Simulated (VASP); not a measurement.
Energy against volume of SnTe (rock salt). These are LDA (Ceperley-Alder, Perdew-Zunger), VASP's LDA PAW potentials (set 64) (plane waves; VASP) values and carry that method's errors. Numerical set-up: 520 eV cut-off, 7×7×7 Γ-centred mesh, Gaussian smearing of 0.050 eV, potentials Sn_d Te.

| V (Å³/atom) | E (eV/atom) |
|---|---|
| 28.472 | -4.39992 |
| 29.381 | -4.41477 |
| 30.289 | -4.41946 |
| 31.198 | -4.41554 |

Q: Fit these four points and predict the energy of the run at 32.107 Å³/atom.

A: A cubic in V^(−2/3), the third-order Birch-Murnaghan form, passes through the four points with V0 = 30.31 Å³/atom and B0 = 50 GPa, and gives -4.4043 eV/atom there. The run gave -4.4043 eV/atom, -0.0 meV/atom from the fit; all five points give B0 = 50 GPa.

The compound is SnTe in the rock salt structure, which distorts at low temperature. It was relaxed first.
